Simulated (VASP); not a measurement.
Here is the system:

```
CELL_PARAMETERS angstrom
      0.00000     2.10317     2.10317
      2.16626     0.00000     2.10317
      2.16626     2.10317     0.00000
ATOMIC_POSITIONS crystal
  Ti 0.00000 0.00000 0.00000
  N  0.50000 0.50000 0.50000
```

Method: PBEsol GGA, VASP's PBE PAW potentials (set 64) (plane waves; VASP). Settings: 600 eV cut-off, 14×14×14 Γ-centred mesh, first-order Methfessel-Paxton smearing of 0.10 eV, potentials Ti_sv N.

Task: Give the stress tensor in GPa (positive for a compressed cell).

Result: 
```
-16.26    0.00    0.00
  0.00   -3.73    0.00
  0.00    0.00   -3.73
```
The pressure is its mean diagonal, -7.91 GPa.

The compound is TiN in the rock salt structure. This cell was strained or had an atom moved on purpose. The electron count is odd and the run is not spin-polarised, which forces a metal.
